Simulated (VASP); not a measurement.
Here is a VASP 6.6.1 calculation.

File INCAR:

```
SYSTEM = Mg6ZnC
ALGO = Normal ; EDIFF = 1E-7
ENCUT = 520 ; GGA = PE
ISIF = 2 ; ISMEAR = -1
LASPH = .TRUE. ; LCHARG = .FALSE.
LREAL = .FALSE. ; LWAVE = .FALSE.
NBANDS = 24 ; NELM = 80
PREC = Accurate ; SIGMA = 0.05
```

The input KPOINTS:

```
k-points
0
G
  8 4 4
  0 0 0
```

Contents of POSCAR:

```
Mg6ZnC
1.0
    3.4419260000      0.0000000000      0.0000000000
    0.0000000000      4.2769015000      5.0963815000
    0.0000000000     -4.2769015000      5.0963815000
Zn Mg C
1 6 1
Direct
    0.0076100000      0.9162790000      0.9169010000
    0.5146180000      0.1212990000      0.1269080000
    0.4989000000      0.1286750000      0.6513970000
    0.4997110000      0.6469510000      0.1287950000
    0.0202470000      0.3875270000      0.3740510000
   -0.0092150000      0.4675340000      0.7902540000
   -0.0134140000      0.7966030000      0.4738310000
    0.4794490000      0.5306470000      0.5184950000
```

Potentials or basis: VASP PAW PBE potentials, release 64 (Zn, Mg, C).

Run with:

```console
$ cat potpaw_PBE.64/Zn/POTCAR potpaw_PBE.64/Mg/POTCAR potpaw_PBE.64/C/POTCAR > POTCAR
$ mpirun -np 1 vasp_std > vasp.out
```

(1) Estimate the band gap on the k mesh.

(2) What does it give for the largest force?

Results:

(1) none (metal or under the smearing width).

(2) 0.829 eV/Å.
